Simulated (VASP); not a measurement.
## Br: the relaxed cell at several levels of theory

How much does the relaxed cell of Br depend on the functional? The starting structure is a measured crystal structure from the Crystallography Open Database.

Method: Kohn-Sham DFT with plane waves and PAW; PBEsol, r2SCAN, PBE and LDA, in VASP 6.6.1.

### 1. Set-up

The structure is orthorhombic, space group Cmce (No. 64). Conventional cell: a = 6.726 Å, b = 4.645 Å, c = 8.702 Å, α = 90.00°, β = 90.00°, γ = 90.00°. Nearest to Br lie 1 Br at 2.29 Å.

As a file:

```cif
data_structure
_symmetry_space_group_name_H-M 'P 1'
_symmetry_Int_Tables_number 1
_cell_length_a 4.0873
_cell_length_b 4.0873
_cell_length_c 8.7023
_cell_angle_alpha 90.000
_cell_angle_beta 90.000
_cell_angle_gamma 69.255
_cell_volume 135.95
loop_
_atom_site_label
_atom_site_type_symbol
_atom_site_fract_x
_atom_site_fract_y
_atom_site_fract_z
_atom_site_occupancy
Br1 Br 0.36510 0.63490 0.39010 1
Br2 Br 0.13490 0.86510 0.89010 1
Br3 Br 0.63490 0.36510 0.60990 1
Br4 Br 0.86510 0.13490 0.10990 1
```

### 2. Relaxation with PBEsol

PBEsol restores the gradient expansion of exchange and is tuned for the cells of solids. This run starts from the cell of an earlier relaxation, which isn't shown; the restart sets up the plane waves anew.

Contents of INCAR:

```
SYSTEM = Br
PREC = Accurate
ENCUT = 520
EDIFF = 1E-07
NELM = 100
ISMEAR = 0
SIGMA = 0.03
LREAL = .FALSE.
ALGO = Normal
GGA = PS
NBANDS = 20
LORBIT = 11
LWAVE = .FALSE.
LCHARG = .FALSE.
KPAR = 4
IBRION = 2
NSW = 50
ISIF = 3
EDIFFG = -0.005
LASPH = .TRUE.
```

Contents of POSCAR:

```
Br
1.0
    3.5941612603     -2.0133761077      0.0000000000
    3.5941612603      2.0133761077      0.0000000000
    0.0000000000      0.0000000000      8.5270695937
Br
4
Direct
    0.3454402863      0.6545597137      0.3798422302
    0.1545597137      0.8454402863      0.8798422302
    0.6545597137      0.3454402863      0.6201577698
    0.8454402863      0.1545597137      0.1201577698
```

Contents of KPOINTS:

```
Automatic mesh
0
Gamma
8 8 4
0 0 0
```

PAW data sets: Br (PBE family, release 64).

Run with:

```sh
mpirun -np 4 vasp_std
```

Log:

```text
[banner, memory and clock lines left out]
running    4 mpi-ranks, on    1 nodes
 distrk:  each k-point on    1 cores,    4 groups
 distr:  one band on    1 cores,    1 groups

 POSCAR found type information on POSCAR Br
 POSCAR found :  1 types and       4 ions
|                                                                             |
|               ----> ADVICE to this user running VASP <----                  |
|                                                                             |
|     You enforced a specific xc type in the INCAR file but a different       |
|     [... a line on the potential file left out ...]
|     I HOPE YOU KNOW WHAT YOU ARE DOING!                                     |
|                                                                             |

 LDA part: xc-table for (Slater+PW92), standard interpolation
 POSCAR, INCAR and KPOINTS ok, starting setup
 FFT: planning ... GRIDC
 FFT: planning ... GRID_SOFT
 FFT: planning ... GRID
 WAVECAR not read
 entering main loop
       N       E                     dE             d eps       ncg     rms          rms(c)
DAV:   1     0.178889555168E+03    0.17889E+03   -0.11723E+04  2520   0.118E+03
DAV:   2     0.558509062489E+01   -0.17330E+03   -0.16869E+03  3664   0.198E+02
DAV:   3    -0.760158385964E+01   -0.13187E+02   -0.13143E+02  3056   0.638E+01
DAV:   4    -0.773827569551E+01   -0.13669E+00   -0.13661E+00  3244   0.761E+00
DAV:   5    -0.773933071196E+01   -0.10550E-02   -0.10550E-02  2968   0.650E-01    0.127E+01
DAV:   6    -0.748941182653E+01    0.24992E+00   -0.18518E-01  2920   0.237E+00    0.820E+00
DAV:   7    -0.740623290348E+01    0.83179E-01   -0.40818E-01  2804   0.348E+00    0.563E-01
DAV:   8    -0.739816935455E+01    0.80635E-02   -0.46782E-02  2756   0.123E+00    0.268E-01
DAV:   9    -0.739822101653E+01   -0.51662E-04   -0.94315E-04  2884   0.197E-01    0.105E-01
DAV:  10    -0.739824060670E+01   -0.19590E-04   -0.76510E-05  3292   0.529E-02    0.378E-02
DAV:  11    -0.739824156152E+01   -0.95481E-06   -0.10801E-05  2856   0.197E-02    0.766E-03
DAV:  12    -0.739824183811E+01   -0.27659E-06   -0.20754E-06  2940   0.830E-03    0.572E-03
DAV:  13    -0.739824205043E+01   -0.21232E-06   -0.47383E-07  2844   0.413E-03    0.292E-03
DAV:  14    -0.739824216228E+01   -0.11185E-06   -0.14007E-07  1860   0.240E-03    0.109E-03
DAV:  15    -0.739824217877E+01   -0.16492E-07   -0.36721E-08  1524   0.112E-03
   1 F= -.73982422E+01 E0= -.73982422E+01  d E =-.739824E+01
 curvature:   0.00 expect dE= 0.000E+00 dE for cont linesearch  0.000E+00
 trial: gam= 0.00000 g(F)=  0.257E-05 g(S)=  0.266E-05 ort = 0.000E+00 (trialstep = 0.100E+01)
 search vector abs. value=  0.523E-05
 reached required accuracy - stopping structural energy minimisation
```

Run time: 38 s. Hardware: 4 MPI ranks of AMD EPYC 7R43, shared host; peak memory 1.1 GiB.

Lines that name or quote the potential files are left out of all logs, and their timing lines are given in words.

OUTCAR, selected parts (step 2):

```text
ion  position               nearest neighbor table
   1  0.345  0.655  0.380-   3 2.40
   2  0.155  0.845  0.880-   4 2.40
   3  0.655  0.345  0.620-   1 2.40
   4  0.845  0.155  0.120-   2 2.40

  LATTYP: Found a base centered orthorhombic cell.
 ALAT       =     4.0267522154
 B/A-ratio  =     1.7851415076
 C/A-ratio  =     2.1176047439

 Subroutine GETGRP returns: Found  8 space group operations
 (whereof  4 operations were pure point group operations)

The static configuration has the point symmetry C_2h.
 The point group associated with its full space group is D_2h.

 Found     63 irreducible k-points:

   k-points           NKPTS =     63   k-points in BZ     NKDIM =     63   number of bands    NBANDS=     20

   dimension x,y,z NGX =    32 NGY =   32 NGZ =   64
   dimension x,y,z NGXF=    64 NGYF=   64 NGZF=  128

   ENCUT  =  520.0 eV  38.22 Ry    6.18 a.u.   7.66  7.66 15.85*2*pi/ulx,y,z

   NELECT =      28.0000    total number of electrons

 k-points in reciprocal lattice and weights: Automatic mesh
   0.00000000  0.00000000  0.00000000       0.004
   0.12500000  0.00000000  0.00000000       0.016
   0.25000000  0.00000000  0.00000000       0.016
   0.37500000  0.00000000  0.00000000       0.016
   0.50000000  0.00000000  0.00000000       0.008
   0.12500000  0.12500000  0.00000000       0.008
   0.25000000  0.12500000  0.00000000       0.016
   0.37500000  0.12500000  0.00000000       0.016
   0.50000000  0.12500000  0.00000000       0.016
[...]
-0.37500000  0.37500000  0.50000000       0.008
   0.50000000  0.50000000  0.50000000       0.004

 average (electrostatic) potential at core
       1 -65.0400       2 -65.0400       3 -65.0400       4 -65.0400

 E-fermi :   0.6376

 k-point     1 :       0.0000    0.0000    0.0000
  band No.  band energies     occupation
    ...
     10      -1.1120      2.00000
     11      -1.0769      2.00000
     12      -0.2464      2.00000
     13      -0.1866      2.00000
     14       0.4738      2.00000
     15       1.7550      0.00000
     16       2.7496      0.00000
     17       5.9883      0.00000
     18       6.9484      0.00000
     19       6.9691      0.00000
    ...

 k-point     2 :       0.1250    0.0000    0.0000
  band No.  band energies     occupation
    ...
     10      -1.1848      2.00000
     11      -0.5862      2.00000
     12      -0.2457      2.00000
     13       0.0937      2.00000
     14       0.3436      2.00000
     15       1.6822      0.00000
     16       2.6153      0.00000
     17       6.3817      0.00000
     18       7.2443      0.00000
     19       7.4923      0.00000
    ...

 k-point     3 :       0.2500    0.0000    0.0000
  band No.  band energies     occupation
    ...
     10      -1.4045      2.00000
     11      -0.4215      2.00000
     12      -0.4081      2.00000
     13      -0.0780      2.00000
     14       0.0570      2.00000
     15       2.0720      0.00000
     16       2.5951      0.00000
     17       7.1519      0.00000
     18       7.6706      0.00000
     19       8.2941      0.00000
    ...

  Total        0.0073947     -0.0111452      0.0064465      0.0000000     -0.0000000      0.0000000
  in kB        0.0960022     -0.1446920      0.0836920      0.0000000     -0.0000000      0.0000000
  external PRESSURE =       0.0116674 kB  Pullay stress =       0.0000000 kB

  energy-cutoff  :      520.00
  volume of cell :      123.41
      direct lattice vectors                 reciprocal lattice vectors
     3.594161260 -2.013376108  0.000000000     0.139114515 -0.248339095  0.000000000
     3.594161260  2.013376108  0.000000000     0.139114515  0.248339095  0.000000000
     0.000000000  0.000000000  8.527069594     0.000000000  0.000000000  0.117273583

 POSITION                                       TOTAL-FORCE (eV/Angst)
 -----------------------------------------------------------------------------------
      3.59416      0.62237      3.23894         0.000000     -0.000722      0.003580
      3.59416      1.39100      7.50248         0.000000      0.000722      0.003580
      3.59416     -0.62237      5.28813         0.000000      0.000722     -0.003580
      3.59416     -1.39100      1.02459         0.000000     -0.000722     -0.003580
 -----------------------------------------------------------------------------------
    total drift:                                0.000000     -0.000000     -0.000000

  FREE ENERGIE OF THE ION-ELECTRON SYSTEM (eV)
  ---------------------------------------------------
  free  energy   TOTEN  =        -7.3982421788 eV

  energy  without entropy=       -7.3982421788  energy(sigma->0) =       -7.39824218

 reached required accuracy - stopping structural energy minimisation

 total charge
# of ion       s       p       d       tot
------------------------------------------
    1        1.638   3.049   0.037   4.724
    2        1.638   3.049   0.037   4.724
    3        1.638   3.049   0.037   4.724
    4        1.638   3.049   0.037   4.724
--------------------------------------------------
tot          6.551  12.194   0.150  18.895

[... 3 further parts left out ...]
```

The PAW data sets were made with PBE, which is usual practice but a small mismatch for other functionals. The run keeps the 8 symmetry operations of its start, so it cannot find a distortion of lower symmetry.

With PBEsol the relaxed cell holds 30.853 Å³ an atom, -9.23 % against the measured cell.

### 3. Relaxation with r2SCAN

r2SCAN adds the kinetic-energy density, costs more than a GGA and is run with LASPH. This run starts from the cell of an earlier relaxation, which isn't shown; the restart sets up the plane waves anew.

INCAR, as its differences from that of step 2:

```diff
@@ -9,3 +9,4 @@
 ALGO = Normal
-GGA = PS
+METAGGA = R2SCAN
+LASPH = .TRUE.
 NBANDS = 20
@@ -19,2 +20 @@
 EDIFFG = -0.005
-LASPH = .TRUE.
```

Contents of POSCAR:

```
Br
1.0
    3.5442995022     -2.1273073336      0.0000000000
    3.5442995022      2.1273073336      0.0000000000
    0.0000000000      0.0000000000      8.7478976557
Br
4
Direct
    0.3599946105      0.6400053895      0.3841118919
    0.1400053895      0.8599946105      0.8841118919
    0.6400053895      0.3599946105      0.6158881081
    0.8599946105      0.1400053895      0.1158881081
```

KPOINTS is that of step 2.

Run with:

```sh
mpirun -np 4 vasp_std
```

Log:

```text
[banner, memory and clock lines left out]
running    4 mpi-ranks, on    1 nodes
[...]
[... a notice as in an earlier step ...]

 LDA part: xc-table for (None), standard interpolation
 POSCAR, INCAR and KPOINTS ok, starting setup
[...]
entering main loop
       N       E                     dE             d eps       ncg     rms          rms(c)
DAV:   1     0.129033718243E+03    0.12903E+03   -0.11715E+04  2520   0.119E+03
DAV:   2    -0.456249419839E+02   -0.17466E+03   -0.17046E+03  3576   0.200E+02
DAV:   3    -0.595542263593E+02   -0.13929E+02   -0.13882E+02  3056   0.654E+01
DAV:   4    -0.596912146080E+02   -0.13699E+00   -0.13692E+00  3212   0.757E+00
[...]
DAV:  11    -0.530295171229E+02   -0.45800E-04   -0.86424E-05  2888   0.622E-02    0.189E-02
DAV:  12    -0.530295173965E+02   -0.27363E-06   -0.53840E-06  3016   0.157E-02    0.939E-03
DAV:  13    -0.530295174504E+02   -0.53871E-07   -0.75473E-07  3132   0.553E-03
   1 F= -.53029517E+02 E0= -.53029517E+02  d E =-.530295E+02
[...]
reached required accuracy - stopping structural energy minimisation
```

The job ended after 2.9 min (4 MPI ranks; peak memory 1.2 GiB).

Parts of OUTCAR (step 3):

```text
  Total        0.0127625     -0.0154117      0.0032832      0.0000000     -0.0000000      0.0000000
  in kB        0.1550074     -0.1871829      0.0398758      0.0000000     -0.0000000      0.0000000
  external PRESSURE =       0.0025668 kB  Pullay stress =       0.0000000 kB

 POSITION                                       TOTAL-FORCE (eV/Angst)
 -----------------------------------------------------------------------------------
      3.54430      0.59567      3.36017         0.000000      0.001119      0.000338
      3.54430      1.53164      7.73412         0.000000     -0.001119      0.000338
      3.54430     -0.59567      5.38773         0.000000     -0.001119     -0.000338
      3.54430     -1.53164      1.01378         0.000000      0.001119     -0.000338
 -----------------------------------------------------------------------------------
    total drift:                                0.000000     -0.000000      0.000000

  FREE ENERGIE OF THE ION-ELECTRON SYSTEM (eV)
  ---------------------------------------------------
  free  energy   TOTEN  =       -53.0295174504 eV

  energy  without entropy=      -53.0295174504  energy(sigma->0) =      -53.02951745

[... 2 parts as in an earlier step ...]

[... 2 further parts left out ...]
[key lines of the parts left out:]
E-fermi :  -0.2592
```

With r2SCAN the relaxed cell holds 32.979 Å³ an atom, -2.97 % against the measured cell. That is +6.89 % from PBEsol.

### 4. Relaxation with PBE

PBE, the usual starting point, adds the gradient of the density. This run starts from the cell of an earlier relaxation, which isn't shown; the restart sets up the plane waves anew.

INCAR, as its differences from that of step 3:

```diff
@@ -9,4 +9,3 @@
 ALGO = Normal
-METAGGA = R2SCAN
-LASPH = .TRUE.
+GGA = PE
 NBANDS = 20
@@ -20 +19,2 @@
 EDIFFG = -0.005
+LASPH = .TRUE.
```

Contents of POSCAR:

```
Br
1.0
    4.3310074202     -2.1387278144      0.0000000000
    4.3310074202      2.1387278144      0.0000000000
    0.0000000000      0.0000000000      8.7076495949
Br
4
Direct
    0.3584288262      0.6415711738      0.3816364690
    0.1415711738      0.8584288262      0.8816364690
    0.6415711738      0.3584288262      0.6183635310
    0.8584288262      0.1415711738      0.1183635310
```

KPOINTS is that of step 3.

Run with:

```sh
mpirun -np 4 vasp_std
```

Log:

```text
[banner, memory and clock lines left out]
running    4 mpi-ranks, on    1 nodes
[...]
LDA part: xc-table for (Slater+PW92), standard interpolation
 POSCAR, INCAR and KPOINTS ok, starting setup
[...]
entering main loop
       N       E                     dE             d eps       ncg     rms          rms(c)
DAV:   1     0.189733518560E+03    0.18973E+03   -0.11019E+04  2520   0.113E+03
DAV:   2     0.998905445220E+01   -0.17974E+03   -0.17540E+03  3680   0.192E+02
DAV:   3    -0.674187157711E+01   -0.16731E+02   -0.16677E+02  3116   0.692E+01
DAV:   4    -0.693997320061E+01   -0.19810E+00   -0.19799E+00  3192   0.887E+00
[...]
DAV:  13    -0.656941392284E+01   -0.91122E-06   -0.17011E-06  2740   0.820E-03    0.459E-03
DAV:  14    -0.656941421426E+01   -0.29142E-06   -0.36551E-07  2732   0.387E-03    0.263E-03
DAV:  15    -0.656941425845E+01   -0.44188E-07   -0.58637E-08  1760   0.162E-03
   1 F= -.65694143E+01 E0= -.65694143E+01  d E =-.656941E+01
[...]
reached required accuracy - stopping structural energy minimisation
```

It took 64 s on 4 MPI ranks; peak memory 1.3 GiB; 4.2 min of CPU time.

OUTCAR, selected parts (step 4):

```text
  Total        0.0052065     -0.0105061      0.0120424      0.0000000      0.0000000      0.0000000
  in kB        0.0517113     -0.1043460      0.1196046      0.0000000      0.0000000      0.0000000
  external PRESSURE =       0.0223233 kB  Pullay stress =       0.0000000 kB

 POSITION                                       TOTAL-FORCE (eV/Angst)
 -----------------------------------------------------------------------------------
      4.33101      0.60556      3.32316         0.000000      0.003307     -0.002608
      4.33101      1.53316      7.67698         0.000000     -0.003307     -0.002608
      4.33101     -0.60556      5.38449         0.000000     -0.003307      0.002608
      4.33101     -1.53316      1.03067         0.000000      0.003307      0.002608
 -----------------------------------------------------------------------------------
    total drift:                                0.000000     -0.000000     -0.000000

  FREE ENERGIE OF THE ION-ELECTRON SYSTEM (eV)
  ---------------------------------------------------
  free  energy   TOTEN  =        -6.5694142584 eV

  energy  without entropy=       -6.5694142584  energy(sigma->0) =       -6.56941426

[... 2 parts as in an earlier step ...]

[... 2 further parts left out ...]
[key lines of the parts left out:]
E-fermi :  -1.1726
```

With PBE the relaxed cell holds 40.329 Å³ an atom, +18.66 % against the measured cell. That is +30.71 % from PBEsol.

### 5. Relaxation with LDA

LDA, the lowest rung, knows the local density alone. This run starts from the cell of an earlier relaxation, which isn't shown; the restart sets up the plane waves anew.

INCAR, as its differences from that of step 4:

```diff
@@ -9,3 +9,3 @@
 ALGO = Normal
-GGA = PE
+GGA = CA
 NBANDS = 20
```

Contents of POSCAR:

```
Br
1.0
    3.3295583297     -1.9624285170      0.0000000000
    3.3295583297      1.9624285170      0.0000000000
    0.0000000000      0.0000000000      8.4185653103
Br
4
Direct
    0.3373852388      0.6626147612      0.3790850762
    0.1626147612      0.8373852388      0.8790850762
    0.6626147612      0.3373852388      0.6209149238
    0.8373852388      0.1626147612      0.1209149238
```

KPOINTS is that of step 4.

Potentials, in the order of the species: Br (LDA family, release 64).

Run with:

```sh
mpirun -np 4 vasp_std
```

Log:

```text
[banner, memory and clock lines left out]
running    4 mpi-ranks, on    1 nodes
[...]
LDA part: xc-table for (Slater(with rela. corr.)+CA(PZ))
 , standard interpolation
 POSCAR, INCAR and KPOINTS ok, starting setup
[...]
entering main loop
       N       E                     dE             d eps       ncg     rms          rms(c)
DAV:   1     0.172160593855E+03    0.17216E+03   -0.11948E+04  2520   0.119E+03
DAV:   2     0.347426117050E+01   -0.16869E+03   -0.16460E+03  3560   0.199E+02
DAV:   3    -0.873434804714E+01   -0.12209E+02   -0.12163E+02  3124   0.621E+01
DAV:   4    -0.885978750585E+01   -0.12544E+00   -0.12538E+00  3176   0.732E+00
[...]
DAV:  11    -0.851610444447E+01    0.10079E-05   -0.10477E-05  2948   0.190E-02    0.727E-03
DAV:  12    -0.851610428572E+01    0.15875E-06   -0.14736E-06  2928   0.680E-03    0.481E-03
DAV:  13    -0.851610421157E+01    0.74141E-07   -0.21370E-07  1832   0.279E-03
   1 F= -.85161042E+01 E0= -.85161042E+01  d E =-.851610E+01
[...]
reached required accuracy - stopping structural energy minimisation
```

Elapsed: 32 s, on 4 MPI ranks; peak memory 0.86 GiB.

OUTCAR, selected parts (step 5):

```text
  Total       -0.0165090      0.0051787      0.0044159      0.0000000      0.0000000      0.0000000
  in kB       -0.2404262      0.0754192      0.0643102      0.0000000      0.0000000      0.0000000
  external PRESSURE =      -0.0335656 kB  Pullay stress =       0.0000000 kB

 POSITION                                       TOTAL-FORCE (eV/Angst)
 -----------------------------------------------------------------------------------
      3.32956      0.63824      3.19135         0.000000     -0.001138      0.003435
      3.32956      1.32419      7.40064         0.000000      0.001138      0.003435
      3.32956     -0.63824      5.22721         0.000000      0.001138     -0.003435
      3.32956     -1.32419      1.01793         0.000000     -0.001138     -0.003435
 -----------------------------------------------------------------------------------
    total drift:                                0.000000     -0.000000      0.000000

  FREE ENERGIE OF THE ION-ELECTRON SYSTEM (eV)
  ---------------------------------------------------
  free  energy   TOTEN  =        -8.5161042116 eV

  energy  without entropy=       -8.5161042116  energy(sigma->0) =       -8.51610421

[... 2 parts as in an earlier step ...]

[... 2 further parts left out ...]
[key lines of the parts left out:]
E-fermi :   1.6750
```

With LDA the relaxed cell holds 27.504 Å³ an atom, -19.08 % against the measured cell. That is -10.86 % from PBEsol.

### 6. Comparison

```
 level  volume (Å³/atom)  against the measured cell (%)  pressure left (GPa)  core minutes
PBEsol            30.853                          -9.23                  0.0          43.6
r2SCAN            32.979                          -2.97                  0.0         194.0
   PBE            40.329                          18.66                  0.0          70.2
   LDA            27.504                         -19.08                  0.0          41.4
```

Core minutes are wall time times ranks, summed over the relaxations behind a row (those for a bulk modulus apart), on shared hosts.

### 7. Outcome

| Item | Value |
| --- | --- |
| volume, PBEsol | 30.85 Å³/atom |
| volume, r2SCAN | 32.98 Å³/atom |
| volume, PBE | 40.33 Å³/atom |
| volume, LDA | 27.50 Å³/atom |

In words: Across 4 levels the volume of Br spans 46.6 %, from 27.50 Å³ an atom (LDA) to 40.33 Å³ (PBE). Some cells end far from the measured one, so volumes aren't ranked against it. The bonds form molecules, and levels without a dispersion term can match their spacing only by luck. An axis ends over 25 % from its start in some runs, so lengths aren't compared. Further runs on this material are not shown.

[Lines on the potential files, build, host, timing and source positions are cut from VASP's logs without a mark.]

[Logs are printed without paths, hosts, clocks, repeated set-up lines and the standing remarks that a program may print on its own settings, such as how far it seeks lower states.]

[Hosts, paths, dates, database ids (printed as entryN), source tags and the programs' standing remarks are cut or masked in the printed files.]
